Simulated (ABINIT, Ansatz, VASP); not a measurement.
## Mg3Sb2 (P-3m1, 5 atoms in the cell) computed with different codes at matched settings

Self-consistent single point.

```
Mg3Sb2
1.0
    2.28000    -3.94908     0.00000
    2.28000     3.94908     0.00000
    0.00000     0.00000     7.23000
Mg Sb
3 2
Cartesian
  0.00000   0.00000   0.00000
  2.28000   1.31636   4.58382
  2.28000  -1.31636   2.64618
  2.28000   1.31636   1.64844
  2.28000  -1.31636   5.58156
```

Shared settings, as Ansatz (a program for electronic structure) writes them: kpoints.mp_grid.grid = 2 2 1; scf.occupations.method = fermi_dirac; scf.occupations.width = 0.02 eV. Potentials and cutoffs stand in the table.

| code | model | pressure (GPa) | largest force (eV/Å) | cutoff |
|---|---|---|---|---|
| Ansatz | PBE, default PAW files | 1.79 | 0.142 | default |
| ABINIT | PBE, norm-conserving pseudopotentials (PseudoDojo nc-sr-05 PBE standard) | 1.82 | 0.142 | 1143 eV |
| VASP | PBE, VASP's PBE PAW potentials (set 64) | 1.87 | 0.133 | 300 eV |

No clean gap comes from VASP: levels at the Fermi energy touch, overlap or are partly filled at this smearing.

On Ansatz's run: spin-orbit coupling is off.

The spread over the programs that give each value: pressure within 0.08 GPa; largest force within 0.009 eV/Å.

Ansatz's pressure is given at a fixed set of plane waves, as the other plane-wave codes print theirs.

On the base mesh (5 5 3) the same programs gave: ABINIT pressure 1.12 GPa; Ansatz pressure 1.09 GPa; VASP pressure 1.16 GPa.

The values differ from the base mesh's, so the mesh still matters here: the table compares the programs at equal settings.

VASP's run is marked for a possible Pulay error in its stress at this cutoff; no cutoff test was made.

The starting cell has typed, rounded lattice constants, without a prior relaxation at this level.

Left out of this page: GPAW, Elk and SIESTA (not drawn, or without a comparable value); CP2K (on another mesh).

Keys are those of Ansatz 0.2.
